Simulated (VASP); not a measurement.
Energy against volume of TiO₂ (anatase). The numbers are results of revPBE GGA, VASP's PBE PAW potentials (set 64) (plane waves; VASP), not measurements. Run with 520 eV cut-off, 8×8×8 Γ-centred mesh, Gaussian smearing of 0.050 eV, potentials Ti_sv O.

Shape and ions are relaxed at each volume.

```csv
V (Å³/atom),E (eV/atom)
11.551,-8.62615
11.908,-8.63233
12.265,-8.62741
12.623,-8.61265
```

Fit these four points and predict the energy of the run at 11.194 Å³/atom.

A cubic in V^(−2/3), the third-order Birch-Murnaghan form, passes through the four points with V0 = 11.92 Å³/atom and B0 = 165 GPa, and gives -8.6074 eV/atom there. The run gave -8.6076 eV/atom, -0.3 meV/atom from the fit; all five points give B0 = 165 GPa.

The compound is TiO2 in the anatase structure, one of several forms; rutile is the usual stable one. It was relaxed first, which changed the volume by +5 %.
